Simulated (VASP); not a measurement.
Given:

```xyz
2
Lattice="1.8357 -3.1795 0.0000 1.8357 3.1795 0.0000 0.0000 0.0000 5.6037" Properties=species:S:1:pos:R:3 pbc="T T T"
Tb     1.8357     1.0598     1.4009
Tb     1.8357    -1.0598     4.2027
```

Calculation: r2SCAN meta-GGA, VASP's PBE PAW potentials (set 64) (plane waves; VASP). Numerical set-up: 480 eV cut-off, 10×10×6 Γ-centred mesh, first-order Methfessel-Paxton smearing of 0.10 eV, potentials Tb_3.

The 4f electrons are frozen in the core of the lanthanide potential, so 4f levels, which can set the real gap, and their magnetism are missing.

**Question.** What does the run give for the energy per atom (σ→0), band gap (on the k-mesh) with the smallest direct gap where there is one?

**Answer.** 
```json
{
 "band gap (on the k-mesh)": "none (metal, semimetal or under 0.01 eV)",
 "energy per atom (σ→0)": "-31222 meV/atom"
}
```

The absolute energy has meaning only against runs of the same code, potentials and settings.

The compound is Tb in the hcp structure. It was relaxed first.
